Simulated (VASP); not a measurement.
**GW on C (Diamond)**

Wanted: how far GW moves the Kohn-Sham levels of C (Diamond). The cell has space group Fd-3m. The start is a cell from a database of measured crystal structures.

Program: VASP 6.6.1. Level of theory: PBE; plane waves and PAW (C_GW), in the first sound run; inputs show where later runs differ. Results are calculated unless marked as measured.

Report form: the programs' logs are mostly left out.

### 1. The structure

It takes space group Fd-3m (No. 227, cubic). The conventional cell has a = 3.567 Å, b = 3.567 Å, c = 3.567 Å, α = 90.00°, β = 90.00°, γ = 90.00°. C has 4 C at 1.54 Å nearest.

### 2. Empty bands, functional PBE

ALGO = Exact makes the empty bands from the converged ground state in one step. LOPTICS writes the k-derivatives of the orbitals (WAVEDER), which give the long-wavelength limit of the screening.

Contents of INCAR:

```
SYSTEM = C
PREC = Accurate
ENCUT = 440
ISMEAR = 0
SIGMA = 0.01
LREAL = .FALSE.
GGA = PE
NBANDS = 80
ALGO = Exact
NELM = 1
LWAVE = .TRUE.
LCHARG = .FALSE.
LOPTICS = .TRUE.
NEDOS = 1000
CSHIFT = 0.1
```

Contents of POSCAR:

```
C
1.0
    0.0000000000      1.7833700000      1.7833700000
    1.7833700000      0.0000000000      1.7833700000
    1.7833700000      1.7833700000      0.0000000000
C
2
Direct
    0.7500000000      0.7500000000      0.7500000000
    0.5000000000      0.5000000000      0.5000000000
```

Contents of KPOINTS:

```
Automatic mesh
0
Gamma
6 6 6
0 0 0
```

PAW data sets: C_GW (PBE family, release 64).

Started as:

```sh
> mpirun -np 8 vasp_std
```

The job ended after 1.6 s (8 MPI ranks of AMD EPYC 7R43, shared host; peak memory 0.58 GiB; 7.5 s of CPU time).

The gap is read on the k-mesh alone, so it is an upper bound where the band edges lie off the mesh.

A gap read on the k-mesh alone can miss the band edges.

Numbers from this step:

| Property | Result |
| --- | --- |
| gap on the k-mesh | 4.154 eV |
| least direct gap on the k-mesh | 5.592 eV |

WAVECAR now holds 80 bands for 8 electrons. Its independent-particle dielectric tensor has xx, yy, zz = 6.3, 6.3, 6.3 on this mesh, which isn't tested for convergence in mesh or bands and lacks local fields.

### 3. evGW0

This step: evGW0 on PBE; plane waves and PAW (C_GW) (VASP 6.6.1).

The lowest NBANDSGW levels in G are updated for four passes while W stays fixed, so the result depends less on the starting levels.

Contents of INCAR:

```
SYSTEM = C
PREC = Accurate
ENCUT = 440
ISMEAR = 0
SIGMA = 0.01
LREAL = .FALSE.
GGA = PE
NBANDS = 80
ALGO = EVGW0
NELMGW = 4
ENCUTGW = 200
NOMEGA = 64
PRECFOCK = Fast
NBANDSGW = 16
LWAVE = .FALSE.
LCHARG = .FALSE.
```

POSCAR is that of step 2.

KPOINTS is that of step 2.

Started as:

```sh
> mpirun -np 8 vasp_std
```

It took 99 s on 8 MPI ranks; peak memory 0.85 GiB.

Numbers from this step:

```yaml
quasiparticle_gap_on_the_mesh: 5.673 eV
smallest_direct_quasiparticle_gap_on_the_mesh: 7.555 eV
gap_of_the_starting_orbitals_on_the_mesh: 4.154 eV
```

QP gap by iteration, by row:

```csv
iteration,gap (eV),direct gap (eV)
1,5.497,7.341
2,5.651,7.529
3,5.671,7.552
4,5.673,7.555
```

GW takes the gap from 4.154 to 5.673 eV. The value holds for 80 bands, ENCUTGW = 200 eV and this mesh, and isn't shown to be converged in them.

### 4. evGW

This step: evGW on PBE; plane waves and PAW (C_GW) (VASP 6.6.1).

The levels are updated in both G and W; wider gaps weaken the screening and open the gap further.

Changes to INCAR since step 3:

```diff
@@ -8,3 +8,3 @@
 NBANDS = 80
-ALGO = EVGW0
+ALGO = EVGW
 NELMGW = 4
```

POSCAR is that of step 3.

KPOINTS is that of step 3.

Started as:

```sh
> mpirun -np 8 vasp_std
```

Run time: 1.7 min. Hardware: 8 MPI ranks; peak memory 0.85 GiB; 13 min of CPU time.

This step gave:

```
quasiparticle gap on the mesh                 : 5.918 eV
smallest direct quasiparticle gap on the mesh : 7.817 eV
```

QP gap by iteration, by row:

```csv
iteration,gap (eV),direct gap (eV)
1,5.497,7.341
2,5.819,7.707
3,5.898,7.795
4,5.918,7.817
```

GW takes the gap from 4.154 to 5.918 eV. That is +245 meV against evGW0 on PBE. The last pass still moved it by +20 meV. The value holds for 80 bands, ENCUTGW = 200 eV and this mesh, and isn't shown to be converged in them.

### 5. QPGW0

This step: QPGW0 on PBE; plane waves and PAW (C_GW) (VASP 6.6.1).

Here the orbitals are updated too, by diagonalising a Hermitian self-energy in the bands up to NBANDSGW.

Changes to INCAR since step 4:

```diff
@@ -8,3 +8,3 @@
 NBANDS = 80
-ALGO = EVGW
+ALGO = QPGW0
 NELMGW = 4
@@ -13,3 +13,3 @@
 PRECFOCK = Fast
-NBANDSGW = 16
+NBANDSGW = 24
 LWAVE = .FALSE.
```

POSCAR is that of step 4.

KPOINTS is that of step 4.

Started as:

```sh
> mpirun -np 8 vasp_std
```

Wall time 6.6 min (8 MPI ranks); peak memory 1.2 GiB.

Numbers from this step:

```
quasiparticle gap on the mesh                 : 5.734 eV
smallest direct quasiparticle gap on the mesh : 7.558 eV
```

QP gap by iteration, by row:

```csv
iteration,gap (eV),direct gap (eV)
1,5.535,7.424
2,5.649,7.522
3,5.696,7.533
4,5.734,7.558
```

GW takes the gap from 4.154 to 5.734 eV. That is +61 meV against evGW0 on PBE. The last pass still moved it by +38 meV. The value holds for 80 bands, ENCUTGW = 200 eV and this mesh, and isn't shown to be converged in them.

### 6. Orbitals for another starting point

This step: PBE; plane waves and PAW (C_GW) (VASP 6.6.1).

A hybrid converges faster from good orbitals, so a cheap PBE run writes WAVECAR first.

Contents of INCAR:

```
SYSTEM = C
PREC = Accurate
ENCUT = 440
EDIFF = 1E-05
NELM = 100
ISMEAR = 0
SIGMA = 0.01
LREAL = .FALSE.
ALGO = Normal
GGA = PE
NBANDS = 10
LORBIT = 11
LWAVE = .TRUE.
LCHARG = .FALSE.
KPAR = 8
```

POSCAR is that of step 5.

KPOINTS is that of step 5.

Started as:

```sh
> mpirun -np 8 vasp_std
```

Elapsed: 1.2 s, on 8 MPI ranks; peak memory 0.54 GiB; 4.9 s of CPU time.

This step gave:

| Property | Result |
| --- | --- |
| free energy (TOTEN) | -18.16 eV |
| Fermi energy | 9.875 eV |
| pressure | -3.854 GPa |

The run ends at a pressure of -3.85 GPa.

### 7. Another starting point

This step: HSE06; plane waves and PAW (C_GW) (VASP 6.6.1).

To see how much the result owes to its start, the ground state is made again with HSE06. EDIFF is tight for accurate orbitals, and a narrow smearing avoids fractional occupations.

Contents of INCAR:

```
SYSTEM = C
PREC = Accurate
ENCUT = 440
EDIFF = 1E-08
NELM = 100
ISMEAR = 0
SIGMA = 0.01
LREAL = .FALSE.
ALGO = Normal
LHFCALC = .TRUE.
AEXX = 0.25
GGA = PE
HFSCREEN = 0.2
LASPH = .TRUE.
NBANDS = 10
PRECFOCK = Fast
LORBIT = 11
LWAVE = .TRUE.
LCHARG = .FALSE.
KPAR = 8
```

POSCAR is that of step 6.

KPOINTS is that of step 6.

The WAVECAR or CHGCAR of an earlier step is read.

Started as:

```sh
> mpirun -np 8 vasp_std
```

Run time: 18 s. Hardware: 8 MPI ranks; peak memory 1.4 GiB; 2.3 min of CPU time.

The PAW data sets were made with PBE, which is usual practice but a small mismatch for other functionals.

This step gave:

* free energy (TOTEN): -21.08 eV
* Fermi energy: 9.292 eV
* gap on the k-mesh: 5.346 eV
* least direct gap on the k-mesh: 7.003 eV

### 8. Empty bands, functional HSE06

The next step needs empty bands that the ground-state run didn't converge, so the Hamiltonian is diagonalised exactly for NBANDS bands, in a single step. LOPTICS writes the k-derivatives of the orbitals (WAVEDER), which give the long-wavelength limit of the screening.

Contents of INCAR:

```
SYSTEM = C
PREC = Accurate
ENCUT = 440
ISMEAR = 0
SIGMA = 0.01
LREAL = .FALSE.
LHFCALC = .TRUE.
AEXX = 0.25
GGA = PE
HFSCREEN = 0.2
LASPH = .TRUE.
NBANDS = 80
PRECFOCK = Fast
ALGO = Exact
NELM = 1
LWAVE = .TRUE.
LCHARG = .FALSE.
LOPTICS = .TRUE.
NEDOS = 1000
CSHIFT = 0.1
```

POSCAR is that of step 7.

KPOINTS is that of step 7.

The WAVECAR or CHGCAR of an earlier step is read.

Started as:

```sh
> mpirun -np 8 vasp_std
```

It took 74 s on 8 MPI ranks; peak memory 1.5 GiB.

### 9. G0W0

This step: G0W0 on HSE06; plane waves and PAW (C_GW) (VASP 6.6.1).

G0W0 keeps orbitals and screening fixed and shifts each of the lowest NBANDSGW levels once.

Contents of INCAR:

```
SYSTEM = C
PREC = Accurate
ENCUT = 440
ISMEAR = 0
SIGMA = 0.01
LREAL = .FALSE.
LHFCALC = .TRUE.
AEXX = 0.25
GGA = PE
HFSCREEN = 0.2
LASPH = .TRUE.
NBANDS = 80
PRECFOCK = Fast
ALGO = EVGW0
NELMGW = 1
ENCUTGW = 200
NOMEGA = 64
NBANDSGW = 16
LWAVE = .FALSE.
LCHARG = .FALSE.
```

POSCAR is that of step 8.

KPOINTS is that of step 8.

The WAVECAR or CHGCAR of an earlier step is read.

Started as:

```sh
> mpirun -np 8 vasp_std
```

Run time: 30 s. Hardware: 8 MPI ranks; peak memory 1.6 GiB.

Numbers from this step:

```yaml
quasiparticle_gap_on_the_mesh: 5.916 eV
smallest_direct_quasiparticle_gap_on_the_mesh: 7.815 eV
gap_of_the_starting_orbitals_on_the_mesh: 5.346 eV
```

GW takes the gap from 5.346 to 5.916 eV. That is +419 meV against the one-shot pass on PBE. The value holds for 80 bands, ENCUTGW = 200 eV and this mesh, and isn't shown to be converged in them.

### 10. Summary

This step: GW series: evGW0 on PBE, evGW on PBE, QPGW0 on PBE, G0W0 on HSE06; plane waves and PAW (VASP 6.6.1).

No new run; the numbers come from the runs before.

Cost is wall time times ranks on a shared host, with the step that makes the empty bands. GW runs:

```csv
level,bands,ENCUTGW (eV),NOMEGA,k mesh,starting gap (eV),quasiparticle gap (eV),direct gap (eV),cost (core minutes)
evGW0 on PBE,80,200,64,6x6x6,4.154,5.673,7.555,13.41
evGW on PBE,80,200,64,6x6x6,4.154,5.918,7.817,13.68
QPGW0 on PBE,80,200,64,6x6x6,4.154,5.734,7.558,52.63
G0W0 on HSE06,80,200,64,6x6x6,5.346,5.917,7.815,13.87
```

### 11. Outcome

```yaml
evgw0_on_pbe_80_bands_encutgw_200_ev_nomega_64_mesh_6x6x6: 4.154 → 5.673 eV
evgw_on_pbe_80_bands_encutgw_200_ev_nomega_64_mesh_6x6x6: 4.154 → 5.918 eV
qpgw0_on_pbe_80_bands_encutgw_200_ev_nomega_64_mesh_6x6x6: 4.154 → 5.734 eV
g0w0_on_hse06_80_bands_encutgw_200_ev_nomega_64_mesh_6x6x6: 5.346 → 5.916 eV
```

evGW0 gives a quasiparticle gap of 5.673 eV on the mesh, 1.52 eV over the PBE gap on the same mesh. Over the final values of the levels run here the gap spans 5.67 to 5.92 eV. In evGW0 the first pass, which is the one-shot result, gives 5.497 eV and pass 4 gives 5.673 eV; the last pass changed the gap by +3 meV, so the loop is converged. In evGW the first pass, which is the one-shot result, gives 5.497 eV and pass 4 gives 5.918 eV; the last pass changed the gap by +20 meV, so more passes would move it further. In QPGW0 the first pass gives 5.535 eV and pass 4 gives 5.734 eV; the last pass changed the gap by +38 meV, so more passes would move it further. One-shot gaps: 5.497 eV from PBE and 5.917 eV from HSE06. The starting gaps span 1.19 eV and the one-shot gaps 0.42 eV. Bands, response cutoff and mesh weren't tested for convergence, and band edges off the mesh aren't seen. Not tabulated here, as repeats of values shown or as unfit to read for their mesh, reference level or band range: eps2 curves (empty bands); eps1 curves and static values (empty bands); gaps (empty bands).

[Lines on the potential files, build, host, timing and source positions are cut from VASP's logs without a mark.]

[Logs are printed without paths, hosts, clocks, repeated set-up lines and the standing remarks that a program may print on its own settings, such as how far it seeks lower states.]

[Hosts, paths, dates, database ids (printed as entryN), source tags and the programs' standing remarks are cut or masked in the printed files.]

[Pressures printed for these runs are not shown converged in the cutoff: they can be off by several GPa and have the wrong sign.]
